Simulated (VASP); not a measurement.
The system is CdTe.

```
CELL_PARAMETERS angstrom
0.00000 3.28017 3.28017
3.28017 0.00000 3.28017
3.28017 3.28017 0.00000
ATOMIC_POSITIONS crystal
Cd 0.00000 0.00000 0.00000
Te 0.75000 0.75000 0.75000
```

The cell is a database's computed one.

Base run:

- Program: VASP 6.6.1
- Functional: PBE0
- Potentials or basis: VASP PAW PBE potentials, release 64 (Cd, Te)
- Cutoff: 450 eV
- k mesh: 6 × 6 × 6
- Occupations: gaussian, width 0.02 eV
- Spin: no spin polarisation

Its results: band gap on the k mesh 2.02 eV, direct; pressure -0.2 GPa.

The run is repeated on the same cell with these changes: functional from PBE0 to HSE06. What comes out?

Band gap on the k mesh 1.44 eV, direct; pressure -0.1 GPa.

Caveats: the PAW data sets were made with another functional, which shifts forces and pressure a little; spin-orbit coupling is left out, which moves the levels of the heavy elements.
